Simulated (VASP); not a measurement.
Wanted: the native input for a VASP 6.6.1 run.

- Task: relaxation of cell and atoms
- Functional: PBE
- Potentials or basis: VASP PAW PBE potentials, release 64 (Ta_pv, Pb_d, O)
- Cutoff: 520 eV
- k mesh: 8 × 8 × 8
- Occupations: gaussian, width 0.1 eV
- Spin: no spin polarisation
- Further INCAR settings: ALGO = Normal; EDIFF = 1e-07; IBRION = 2; POTIM = 0.3; EDIFFG = -0.005; NSW = 60; ISIF = 3

The structure of TaPbO4 lies in POSCAR:

```
TaPbO4                                  
1.0
   -2.6811678083      2.6811677759      5.7090500012
    2.6811678083     -2.6811677759      5.7090500012
    2.6811677759      2.6811678083     -5.7090500012
  Ta              Pb              O             
     2     2     8
Direct
     0.0000000000000000    0.0000000000000000    0.0000000000000000
     0.7500000000000000    0.2500000000000000    0.5000000000000000
     0.2500000000000000    0.7500000000000000    0.5000000000000000
     0.5000000000000000    0.5000000000000000    0.0000000000000000
     0.1496844422331353    0.7331770891560847    0.0620901271773269
     0.6710869719787516    0.0875943150558084    0.9379098728226730
     0.9124056849441917    0.8503155577668646    0.5834926469229422
     0.2668229108439152    0.3289130280212484    0.4165073530770576
     0.6003155577668647    0.5168229108439153    0.4379098728226731
     0.0789130280212484    0.1624056849441916    0.5620901271773270
     0.8375943150558083    0.3996844422331353    0.9165073530770578
     0.4831770891560848    0.9210869719787516    0.0834926469229424
```

The cell was built by a generator and needn't be a form met in nature.

The input as run:

INCAR

```
SYSTEM = TaPbO4
PREC = Accurate
ENCUT = 520
EDIFF = 1E-7
ISMEAR = 0
SIGMA = 0.1
LREAL = .FALSE.
LASPH = .TRUE.
NELM = 120
ALGO = Normal
ISIF = 3
LWAVE = .FALSE.
LCHARG = .FALSE.
GGA = PE
IBRION = 2
NSW = 60
EDIFFG = -0.005
POTIM = 0.3
KPAR = 8
```

KPOINTS

```
Automatic mesh
0
G
  8 8 8
  0 0 0
```

Potentials or basis: VASP PAW PBE potentials, release 64 (Ta_pv, Pb_d, O).

The run is started by

```bash
$ cat potpaw_PBE.64/Ta_pv/POTCAR potpaw_PBE.64/Pb_d/POTCAR potpaw_PBE.64/O/POTCAR > POTCAR
$ mpirun -np 8 vasp_std > vasp.out
```

It gave:

```
Energy gained by relaxing : 0.0 meV/atom
Ionic steps               : 2
Pressure after relaxing   : 0.0 GPa
Band gap on the k mesh    : none (metal or under the smearing width)
```

Run time: 3.5 min on 8 MPI ranks on AMD EPYC 9R45 (Zen 5), with other jobs on the host, peak memory 0.82 GiB a rank.
